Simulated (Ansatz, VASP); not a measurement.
# InP: VASP beside Ansatz, part 2 of 2

Wanted: the spread between two codes on one cell, functional and k mesh. The cell is taken from a series of runs on this material, whose earlier steps may have relaxed, scaled, displaced or heated it; both programs get it as it stands.

VASP 6.6.1 and Ansatz 0.2.0.

So far: The starting structure; VASP: G0W0 gap, PBE0 form with 5 % exact exchange with an exact-exchange share of 0.05.

## (3) Ansatz: G0W0 gap, PBE0 form with 5 % exact exchange with an exact-exchange share of 0.05

Level of this step: Ansatz beside VASP: Kohn-Sham DFT, plane waves, PBE0 form with 5 % exact exchange (Ansatz).

Ansatz runs on its PAW soft_1 files.

The same cell, functional and mesh now go to Ansatz, which takes its cutoff from its data sets.

Input file input.yaml:

```yaml
crystal:
  lattice:
    - [0.0, 2.93435, 2.93435]
    - [2.93435, 0.0, 2.93435]
    - [2.93435, 2.93435, 0.0]
  atoms:
    - { symbol: In, position: [0.0, 0.0, 0.0] }
    - { symbol: P, position: [0.25, 0.25, 0.25] }
kpoints:
  mp_grid: { grid: [6, 6, 6] }
hamiltonian:
  xc: { exchange: pbe, correlation: pbe, exx: { coeff: 0.05 } }
  pseudopotentials: { kind: paw, azcp: { folder: soft_1 } }
scf:
  occupations: { method: fixed }
gw:
  n_empty_bands: 210
  ecut_chi: 150.0
  qp_bands: [v2, c2]
  qp_kpoints: band_edges
  screening: { model: contour_deformation }
```

On the command line:

```bash
$ ansatz run input.yaml --threads 3 --pin off --max-ram 92160MiB --backend cuda --events-out ev --progress --plain --runs-dir out --devices 1 --max-vram 13GiB
```

Numbers of over 12 decimals in the logs are rounded to 6 here.

What it wrote:

```text
GPUs: using 1 of 1 available (devices: 1).
Engine: ansatz 0.2.0, x86_64-unknown-linux-gnu
Pseudopotentials: kind: paw
Pseudopotential: In, paw, valence charge 13, recommended cutoff 420 eV (normal), soft_1/In.paw.azcp
Pseudopotential: P, paw, valence charge 5, recommended cutoff 420 eV (normal), soft_1/P.paw.azcp
Functional definition: unnamed
  parameter a_1 = 0.05
  exchange = (1 - a_1)*pbe_x + a_1*exact_x
  correlation = pbe_c
davidson cushion auto → on  (no smearing: the cushion is to keep the highest requested band from converging to the state above it; pin scf.eigensolver.cushion to override)
device memory: the entry about to start is reckoned to put 0.5 GiB on a device that reports 60.8 GiB free (of which the cap on the GPU budget leaves the run 13.0 GiB)
GPU FFT provider: cuFFT
GPU libraries: cuBLAS 13.8.2, cuFFT 12.4.0, cuSOLVER 12.3.4
Crystal: 2 atoms, lattice volume = 50.532 Å³
Basis set: ecut = 420 eV, 965 PW (Γ)
Bands: 13, of which v1, the nominal top of the filled ones, is band 9 counted from 1 (8 counted from 0)
Symmetry: 24 space group operations
Space group: F-43m (ITA 216), of the structure as read, at distance tolerance 3.7e-5 Å
k-points: 16 of 216 (time reversal used)
Non-local potential: In, projectors of the file, l = 0: 2, l = 1: 2, l = 2: 2, l = 3: 1
Non-local potential: P, projectors of the file, l = 0: 2, l = 1: 2, l = 2: 1
PAW form: soft (Blöchl's): semilocal exchange-correlation on the pseudo side does not see the compensation charge
PAW frozen core: In, regenerated for the run's functional, and the local potential with it (the file was generated under x = pbe(κ = 0.804, μ = 0.219515), c = pbe(β = 0.066725))
PAW frozen core: P, regenerated for the run's functional, and the local potential with it (the file was generated under x = pbe(κ = 0.804, μ = 0.219515), c = pbe(β = 0.066725))
PAW one-centre angular grid: In, 590 points (default); XC on 64 Gauss nodes
PAW one-centre angular grid: P, 110 points (default); XC on 64 Gauss nodes
Initial density: superposition of atomic densities (chi_scale 0.1, normalization cell, long waves kept (reshape's long-wave potential 0.00 eV rms))
Initial wavefunctions: pseudopotential atomic-orbital guess
GPU buffer pool allocated for 27000 grid points (all kernels)
GPU transforms: local potential and band sums: pruned to the plane-wave sphere, on 27×27×27
Functional: x = pbe(κ = 0.804, μ = 0.219515), c = pbe(β = 0.066725), warm-up for x = 0.95 pbe(κ = 0.804, μ = 0.219515) + 0.05 exact, c = pbe(β = 0.066725)
SCF iter   1: F=—  HF=-6354.241000 eV  |F-HF|=—  |Δ(HF+E_count)|=         —  Δρ=3.46e-2  dr2=8.77e-1  ethr=1.00e-1  ⟨swp⟩=5.1  Hψ=695  notcnv=0
preconditioner: auto → none  [insulator: Δε(μ)=0.974 eV  Ē_g=14.518 eV  n_scr=14 (ndim 8)  ℏωp=22.2 eV  f_vac=0.000]
SCF iter   2: F=—  HF=-6354.048498 eV  |F-HF|=—  |Δ(HF+E_count)|=   1.93e-1  Δρ=1.64e-2  dr2=9.28e-2  ethr=4.87e-3  ⟨swp⟩=3.8  Hψ=586  notcnv=0  defer=2
SCF iter   3: F=—  HF=-6354.041196 eV  |F-HF|=—  |Δ(HF+E_count)|=   7.30e-3  Δρ=6.17e-3  dr2=1.39e-2  ethr=5.16e-4  ⟨swp⟩=3.1  Hψ=523  notcnv=0
iter 4 solved again at ethr=2.34e-6 eV; its pass at ethr=7.73e-5 eV (dr2=4.21e-4 eV) is discarded
SCF iter   4: F=—  HF=-6354.042289 eV  |F-HF|=—  |Δ(HF+E_count)|=   1.09e-3  Δρ=1.23e-3  dr2=4.01e-4  ethr=2.34e-6  ⟨swp⟩=4.2  Hψ=1250  notcnv=0  defer=1
SCF iter   5: F=-6354.042243 eV  HF=-6354.042234 eV  |F-HF|=9.00e-6  |Δ(HF+E_count)|=   5.47e-5  Δρ=3.20e-4  dr2=2.25e-5  ethr=2.23e-6  ⟨swp⟩=3.0  Hψ=583  notcnv=0
SCF 1 stopped early in 5 iterations: F = -6354.042243 eV  dr2 = 2.25e-5
  greatest PAW one-centre occupation: 0.981 electrons in one spin orbital (limit 2), on the In atom at site 0 (counted from 0), in its partial waves of l = 2
device memory: the entry about to start is reckoned to put 1.2 GiB on a device that reports 60.8 GiB free (of which the cap on the GPU budget leaves the run 13.0 GiB)
GPU FFT provider: cuFFT
GPU libraries: cuBLAS 13.8.2, cuFFT 12.4.0, cuSOLVER 12.3.4
Initial density: handed on by an earlier stage of this run
Initial wavefunctions: those handed on with the density
GPU buffer pool allocated for 27000 grid points (all kernels)
GPU transforms: local potential and band sums: pruned to the plane-wave sphere, on 27×27×27
Functional: x = 0.95 pbe(κ = 0.804, μ = 0.219515) + 0.05 exact, c = pbe(β = 0.066725)
Exchange kernel: α = 0.0500, full range, Wigner–Seitz truncation, v(0) = 17057.8829 eV·Å³, q-mesh 6×6×6, nearest image of the exchange supercell L = 24.90 Å, pair-density grid 15×15×15, without the augmentation charges, whose exchange is taken in its separable form by FFT convolution over the k-point mesh (sized by the pseudopotential files, 24×24×24 at the most), smooth part of the exact exchange by density-matrix convolution in up to 3.14 GiB of GPU memory as planned if the GPU has room (build and FFT work areas not counted)
Frozen-core exchange: fock
[...]
SCF iter   4: F=-6354.833503 eV  HF=-6354.833503 eV  |F-HF|=4.91e-9  |Δ(HF+E_count)|=   2.33e-7  Δρ=1.03e-5  dr2=3.16e-8  ethr=2.43e-9  ⟨swp⟩=4.4  Hψ=733  notcnv=0  defer=2
SCF 2 converged in 4 iterations: F = -6354.833503 eV  dr2 = 3.16e-8
hybrid outer 1: dexx = +8.242e-5 eV, tail = 8.08e-8 eV
GPU FFT provider: cuFFT
GPU libraries: cuBLAS 13.8.2, cuFFT 12.4.0, cuSOLVER 12.3.4
[...]
NSCF: frozen V_eff on 1 k-points
device memory: the entry about to start is reckoned to put 0.3 GiB on a device that reports 53.4 GiB free (of which the cap on the GPU budget leaves the run 13.0 GiB)
NSCF: frozen V_eff on 1 k-points
hybrid SCF converged: 2 outer / 6 inner (+5 warm-up), last move |dexx| = 5.63e-10 eV, tail = 9.58e-9 eV
Stability not checked: this state was not tested for a lower state beside it, because the functional holds exact exchange (a hybrid, or Hartree-Fock), whose exchange loop this test does not read (fock_operator; see scf.lower_state_search)
Free energy (F): -6354.833502 eV
Frozen-core exchange: fock
Harris-Foulkes:  -6354.833502 eV  (|F-HF|=2.47e-9)
Internal energy: -6354.833502 eV  (E = F + TS)
E sigma→0 (E₀):  -6354.833502 eV
Fermi energy:    6.841451 eV
--- Per-component energies (eV) ---
  E_band       = -59.292131
  E_kinetic    = 287.833615
  E_local      = -1333.465066  (includes V_loc(G=0)·N_el)
  E_nonlocal   = 359.310309
  E_hartree    = 535.419270
  E_xc         = -205.519539
  E_vxc        = -143.173188  (∫ρ·V_xc dr)
  E_exx        = -9.552346  (= α·E_x^exact, valence–valence)
  E_paw        = -4769.845123  (= ΣΔE_a)
  E_vpaw       = -281.531358  (= ΣTr[D̂ρ^β])
  E_aug_tail   = 0.000150  (compensation charges beyond the density's cutoff)
  E_ewald      = -1219.106662
  E_core_change = 0.091889  (= ΣΔE_core)
  E_smearing   = -0.000000  (= −TS)
  E_closure    = -0.000000  (closes the sum)
  Σ components = -6354.833502   (vs F -6354.833502, Δ=9.09e-13)
--- Band table (eV; the first three rows and the last of 16) ---
  k-point 0: bands = [... 5 lower, -4.9203, 6.8415, 6.8415, 6.8415, 7.7946, 11.2204]
  k-point 1: bands = [... 5 lower, -4.6036, 4.6318, 6.5323, 6.5323, 8.8985, 11.6251]
  k-point 2: bands = [... 5 lower, -3.7858, 2.1894, 6.0502, 6.0502, 8.7577, 12.0082]
  k-point 15: bands = [... 5 lower, -2.4571, 1.0970, 3.9812, 4.0111, 10.3901, 10.7607]
  guard bands above this table: 2 of the run's 13 bands. The solve was not asked for them (output.publish_guard_bands: true or output.eigenvalues: true publishes all)
--- G₀W₀: contour deformation, 7 samples at zero and on the imaginary axis and 3 off it, 216 q-points, 210 empty bands' worth ---
  eigenvalues of the whole cell's RPA ε∞ on this k-mesh (on a slab, of 1 + 4πα/V) = 14.4041, 14.4041, 14.4041; static W/v taken at q = 0 is 0.069425
  bands read: the sum over 219 bands ends inside a degenerate multiplet in 1 slot, whose members it reads at an even weight; the widest, k=12: bands 219 to 220 (counted from 1) at 1/2 each
  gw.qp_kpoints: band_edges: 9 of 16 stored k-points solved, in 1 pass; an edge of the gap read off the rows below is read off those points alone
    valence top: of the k-points left out ik 7 came nearest to being solved in a further pass, in band 9 (counted from 1, as in the quasiparticle table): it holds the edge there only if its correction is more favourable than any solved in that band by at least 1.032 eV; those differ by 0.080 eV
    conduction bottom: of the k-points left out ik 10 came nearest to being solved in a further pass, in band 10 (counted from 1, as in the quasiparticle table): it holds the edge there only if its correction is more favourable than any solved in that band by at least 1.409 eV; those differ by 0.214 eV
    ik  band        ε_KS         Σx   Σc(E_QP)       V_xc       Z   E_QP_lin       E_QP  E_QP is
     0     8      6.8415   -16.6704     1.0611   -15.1876  0.7522     6.4138     6.4198  root
     0     9      6.8415   -16.6704     1.0611   -15.1876  0.7522     6.4138     6.4198  root
     0    10      7.7946   -10.2137    -3.7188   -13.8842  0.7744     7.7464     7.7463  root
     0    11     11.2204    -7.0824    -4.2830   -11.3767  0.7645    11.2317    11.2317  root
     1     8      6.5323   -16.4150     1.1569   -14.8233  0.7511     6.0910     6.0976  root
     1     9      6.5323   -16.4150     1.1569   -14.8233  0.7511     6.0910     6.0976  root
     1    10      8.8985    -9.5164    -3.8297   -13.3103  0.7694     8.8627     8.8626  root
     1    11     11.6251    -7.5623    -4.4069   -11.9296  0.7542    11.5855    11.5854  root
     2     8      6.0502   -16.1864     1.3521   -14.3784  0.7481     5.5867     5.5943  root
     2     9      6.0502   -16.1864     1.3521   -14.3784  0.7481     5.5867     5.5943  root
     2    10      8.7577    -8.8567    -3.8853   -12.7043  0.7747     8.7201     8.7200  root
     2    11     12.0082    -6.8706    -4.5116   -11.3813  0.7530    12.0073    12.0073  root
     3     8      5.8511   -16.1184     1.4372   -14.2169  0.7466     5.3786     5.3867  root
     3     9      5.8511   -16.1184     1.4372   -14.2169  0.7466     5.3786     5.3867  root
     3    10      8.5999    -8.9062    -3.8465   -12.7079  0.7760     8.5551     8.5551  root
     3    11     11.9456    -6.6871    -4.4607   -11.1319  0.7551    11.9296    11.9296  root
     4     8      6.0144   -16.0112     1.3217   -14.2349  0.7484     5.5521     5.5597  root
     4     9      6.0144   -16.0112     1.3217   -14.2349  0.7484     5.5521     5.5597  root
     4    10      9.7638   -10.0980    -4.0260   -14.1214  0.7573     9.7612     9.7612  root
     4    11     10.2367    -6.6820    -4.0035   -10.6025  0.7761    10.1540    10.1537  root
     6     8      4.6431   -15.5028     1.7366   -13.2835  0.7360     4.1502     4.1605  root
     6     9      5.4262   -15.8573     1.5848   -13.7936  0.7431     4.9383     4.9474  root
     6    10      9.7034    -8.5866    -4.0305   -12.5840  0.7681     9.6703     9.6703  root
     6    11     11.5227    -6.8190    -4.4348   -11.2010  0.7550    11.4700    11.4699  root
[...]
9     8      4.9072   -15.6114     1.7885   -13.3308  0.7371     4.4048     4.4151  root
     9     9      4.9072   -15.6114     1.7885   -13.3308  0.7371     4.4048     4.4151  root
     9    10      9.1493    -6.8109    -3.7506   -10.4270  0.7820     9.0152     9.0148  root
     9    11      9.9707    -7.7034    -4.1184   -11.7561  0.7674     9.9052     9.9050  root
    12     8      4.4765   -15.4847     1.9722   -13.0107  0.7314     3.9633     3.9746  root
    12     9      4.4765   -15.4847     1.9722   -13.0107  0.7314     3.9633     3.9746  root
    12    10      8.8513    -6.4932    -3.6465    -9.9500  0.7845     8.6623     8.6615  root
    12    11      9.3787    -7.7814    -3.9362   -11.6450  0.7742     9.3062     9.3061  root
```

In the SCF lines HF is the Harris–Foulkes energy and dr2 the Hartree energy of the density residual, in eV; the loop may stop once dr2 is under the threshold and the program's other checks hold. Hψ counts applications of the Hamiltonian.

## (4) Comparison

Known differences besides the potentials themselves: exact exchange at q = 0 is treated differently, which shows on coarse meshes; VASP keeps PBE cores, Ansatz makes them for the functional; fixed occupations in Ansatz, narrow Gaussian smearing in VASP; the cutoff is 420 eV in Ansatz and 300 eV in VASP; Ansatz integrates over frequency by contour deformation, VASP on a grid of NOMEGA points; Ansatz's G0W0 levels solve the quasiparticle equation, VASP's are linearised. Total energies have different zeros and are not compared.

Both answers:

```
                   quantity  Ansatz  VASP  difference
  G0W0 gap on the mesh (eV)    1.33  1.36       -0.04
Kohn-Sham gap under it (eV)    0.95  0.95       +0.01
```

## (5) Summary of results

- difference in G0W0 gap on the mesh (G0W0 gap, PBE0 form with 5 % exact exchange with an exact-exchange share of 0.05): -0.037 eV

**Reading.** The difference in G0W0 gap on the mesh is -0.037 eV (G0W0 gap, PBE0 form with 5 % exact exchange with an exact-exchange share of 0.05). How closely two codes agree says nothing of how well the functional describes the real material.

[Lines on the potential files, build, host, timing and source positions are cut from VASP's logs without a mark.]

[Logs are printed without paths, hosts, clocks, repeated set-up lines and the standing remarks that a program may print on its own settings, such as how far it seeks lower states.]

[Hosts, paths, dates, database ids (printed as entryN), source tags and the programs' standing remarks are cut or masked in the printed files.]
